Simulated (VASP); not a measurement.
Input:

```xyz
3
Lattice="1.5664 -2.7130 0.0000 1.5664 2.7130 0.0000 0.0000 0.0000 3.4826" Properties=species:S:1:pos:R:3 pbc="T T T"
Hf     0.0000     0.0000     0.0000
B      1.5664     0.9043     1.7413
B      1.5664    -0.9043     1.7413
```

Computed with rev-vdW-DF2, VASP's PBE PAW potentials (set 64) (plane waves; VASP). Numerical set-up: 520 eV cut-off, Gaussian smearing of 0.050 eV, potentials Hf_pv B.

**Question.** Give the energies of bands 5 to 11 at the high-symmetry points, in eV from the Fermi level.

**Answer.** 
| band | Γ | M | K | A | L | H |
|---|---|---|---|---|---|---|
| 5 | -3.22 | -9.21 | -8.45 | -8.56 | -7.68 | -9.31 |
| 6 | -3.09 | -4.35 | -7.93 | -1.40 | -5.16 | -5.68 |
| 7 | -3.09 | -3.62 | -2.82 | -1.40 | -4.91 | -3.33 |
| 8 | -2.98 | -3.06 | -2.82 | 0.16 | -2.82 | -3.33 |
| 9 | 3.81 | 1.92 | 1.51 | 0.16 | 3.89 | 4.22 |
| 10 | 3.81 | 2.51 | 1.51 | 0.78 | 3.91 | 5.22 |
| 11 | 4.40 | 5.36 | 3.24 | 0.78 | 6.03 | 6.71 |

It has no gap at this level: it comes out as a metal or semimetal.

The compound is HfB2 in the AlB2 type structure. It was relaxed first.
